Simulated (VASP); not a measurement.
Output of a VASP run:

**OSZICAR**
```
...
DAV:   1     0.245918737810E+03    0.24592E+03   -0.16226E+04  5248   0.218E+03
DAV:   2    -0.186262609618E+02   -0.26454E+03   -0.24779E+03  5352   0.425E+02
DAV:   3    -0.491745858252E+02   -0.30548E+02   -0.29247E+02  5972   0.166E+02
DAV:   4    -0.501419769523E+02   -0.96739E+00   -0.96209E+00  5840   0.310E+01
DAV:   5    -0.501705326430E+02   -0.28556E-01   -0.28538E-01  6568   0.498E+00    0.221E+01
DAV:   6    -0.417366594980E+02    0.84339E+01   -0.56005E+01  7700   0.131E+02    0.251E+01
DAV:   7    -0.402340640710E+02    0.15026E+01   -0.60770E+00  6136   0.688E+01    0.122E+01
DAV:   8    -0.405143071299E+02   -0.28024E+00   -0.15743E+00  7380   0.201E+01    0.806E+00
DAV:   9    -0.405291877793E+02   -0.14881E-01   -0.16230E-01  7456   0.719E+00    0.155E+00
DAV:  10    -0.405341179412E+02   -0.49302E-02   -0.98028E-02  8400   0.609E+00    0.548E-01
DAV:  11    -0.405372150468E+02   -0.30971E-02   -0.17661E-02  5600   0.170E+00    0.237E-01
DAV:  12    -0.405372003937E+02    0.14653E-04   -0.13781E-03  5976   0.475E-01    0.962E-02
DAV:  13    -0.405372263346E+02   -0.25941E-04   -0.14461E-04  7672   0.215E-01    0.216E-02
DAV:  14    -0.405372278226E+02   -0.14880E-05   -0.24608E-05  6456   0.628E-02    0.122E-02
DAV:  15    -0.405372323546E+02   -0.45320E-05   -0.32201E-06  4376   0.289E-02    0.569E-03
DAV:  16    -0.405372328469E+02   -0.49229E-06   -0.80564E-07  2752   0.130E-02
   1 F= -.40537233E+02 E0= -.40537233E+02  d E =-.405372E+02  mag=     0.0000
       N       E                     dE             d eps       ncg     rms          rms(c)
DAV:   1    -0.413948764135E+02   -0.85764E+00   -0.18116E+01  6168   0.669E+01    0.699E+00
DAV:   2    -0.406094032289E+02    0.78547E+00   -0.27076E+00  5860   0.348E+01    0.450E+00
DAV:   3    -0.405648632053E+02    0.44540E-01   -0.13593E-01  6816   0.505E+00    0.244E+00
DAV:   4    -0.405528835810E+02    0.11980E-01   -0.23957E-02  5956   0.161E+00    0.959E-01
DAV:   5    -0.405462669396E+02    0.66166E-02   -0.26153E-03  8992   0.198E+00    0.358E-01
DAV:   6    -0.405457176138E+02    0.54933E-03   -0.32405E-03  6540   0.116E+00    0.120E-01
DAV:   7    -0.405457253427E+02   -0.77289E-05   -0.58415E-04  7792   0.433E-01    0.815E-02
DAV:   8    -0.405457246473E+02    0.69540E-06   -0.95094E-05  7128   0.172E-01    0.309E-02
DAV:   9    -0.405457308749E+02   -0.62276E-05   -0.17389E-05  5692   0.605E-02    0.101E-02
DAV:  10    -0.405457307781E+02    0.96875E-07   -0.55594E-06  5536   0.233E-02
   2 F= -.40545731E+02 E0= -.40545731E+02  d E =-.849793E-02  mag=     0.0000
       N       E                     dE             d eps       ncg     rms          rms(c)
DAV:   1    -0.407366513944E+02   -0.19092E+00   -0.35885E+00  5936   0.295E+01    0.315E+00
DAV:   2    -0.405752308619E+02    0.16142E+00   -0.57422E-01  6352   0.137E+01    0.184E+00
DAV:   3    -0.405653478069E+02    0.98831E-02   -0.21115E-02  6072   0.145E+00    0.110E+00
DAV:   4    -0.405632215275E+02    0.21263E-02   -0.29334E-03  6176   0.622E-01    0.408E-01
DAV:   5    -0.405618591448E+02    0.13624E-02   -0.39147E-04  8568   0.619E-01    0.107E-01
DAV:   6    -0.405618245460E+02    0.34599E-04   -0.45286E-04  6656   0.446E-01    0.528E-02
DAV:   7    -0.405618294560E+02   -0.49100E-05   -0.76646E-05  7824   0.141E-01    0.356E-02
DAV:   8    -0.405618345093E+02   -0.50533E-05   -0.86652E-06  6944   0.720E-02    0.118E-02
DAV:   9    -0.405618344839E+02    0.25308E-07   -0.33917E-06  5208   0.257E-02
   3 F= -.40561834E+02 E0= -.40561834E+02  d E =-.246016E-01  mag=    -0.0000
```

OUTCAR:
```
------------------------ aborting loop because EDIFF is reached ----------------------------------------
  FORCE on cell =-STRESS in cart. coord.  units (eV):
  Direction    XX          YY          ZZ          XY          YZ          ZX
  --------------------------------------------------------------------------------------
  Total        0.0204242      0.0204242      0.0204242     -0.0187022     -0.0187022     -0.0187022
  in kB        0.9071032      0.9071032      0.9071032     -0.8306227     -0.8306227     -0.8306227
  external PRESSURE =       0.9071032 kB  Pullay stress =       0.0000000 kB
  volume of cell :       36.07
      direct lattice vectors                 reciprocal lattice vectors
     4.159969420  2.076917492  2.076917492     0.360137189 -0.119927656 -0.119927656
     2.076917492  4.159969420  2.076917492    -0.119927656  0.360137189 -0.119927656
     2.076917492  2.076917492  4.159969420    -0.119927656 -0.119927656  0.360137189
 POSITION                                       TOTAL-FORCE (eV/Angst)
 -----------------------------------------------------------------------------------
      0.00000      0.00000      0.00000         0.000000     -0.000000     -0.000000
      4.15690      4.15690      4.15690         0.000000     -0.000000      0.000000
      2.07845      2.07845      2.07845        -0.000000      0.000000     -0.000000
      6.23535      6.23535      6.23535        -0.000000      0.000000     -0.000000
 -----------------------------------------------------------------------------------
    total drift:                                0.000000     -0.000000     -0.000000
  FREE ENERGIE OF THE ION-ELECTRON SYSTEM (eV)
  ---------------------------------------------------
  free  energy   TOTEN  =       -40.5618344839 eV

  energy  without entropy=      -40.5618344839  energy(sigma->0) =      -40.56183448

 total charge

# of ion       s       p       d       tot
------------------------------------------
    1        0.336   0.422   8.210   8.968
    2        0.336   0.422   8.210   8.968
    3        1.561   3.481   0.000   5.042
    4        1.561   3.481   0.000   5.042
--------------------------------------------------
tot          3.794   7.807  16.420  28.021

 magnetization (x)

# of ion       s       p       d       tot
------------------------------------------
    1       -0.007  -0.012   1.576   1.556
    2        0.007   0.012  -1.576  -1.556
    3        0.000   0.000   0.000   0.000
    4        0.000   0.000   0.000   0.000
--------------------------------------------------
tot          0.000   0.000   0.000   0.000

 reached required accuracy - stopping structural energy minimisation
```
(Selected blocks of OUTCAR.)

**POSCAR**
```
NiO
1
    4.1176733789     2.0566918651     2.0566918651
    2.0566918651     4.1176733789     2.0566918651
    2.0566918651     2.0566918651     4.1176733789
Ni O
2 2
Direct
  0.0000000000   0.0000000000   0.0000000000
  0.5000000000   0.5000000000   0.5000000000
  0.2500000000   0.2500000000   0.2500000000
  0.7500000000   0.7500000000   0.7500000000
```

Task: Write an INCAR and KPOINTS that could have produced this output.

Result: This is not unique; one that fits is the input of the run itself, r2SCAN meta-GGA, plane waves, VASP's PBE PAW potentials (set 64).

INCAR:
```
SYSTEM = NiO
PREC = Accurate
ENCUT = 520
EDIFF = 1E-6
NELM = 100
ALGO = Normal
LREAL = .FALSE.
LASPH = .TRUE.
ISMEAR = 0
SIGMA = 0.05
METAGGA = R2SCAN
LMIXTAU = .TRUE.
LMAXMIX = 4
ISPIN = 2
MAGMOM = 2.0 -2.0 0.0 0.0
LORBIT = 10
LWAVE = .FALSE.
LCHARG = .FALSE.
IBRION = 2
ISIF = 3
NSW = 60
EDIFFG = -0.02
```

File KPOINTS:
```
Automatic mesh
0
Gamma
8 8 8
0 0 0
```

POTCAR, in this order: Ni O (PBE.64 set). Program: vasp_std.

Energy and stress use the plane-wave basis of the starting cell.

The compound is NiO in the rock salt, AFM-II order structure. This run relaxes it. Symmetry was kept, so distortions that lower it aren't found. The start is the result of an earlier pass.
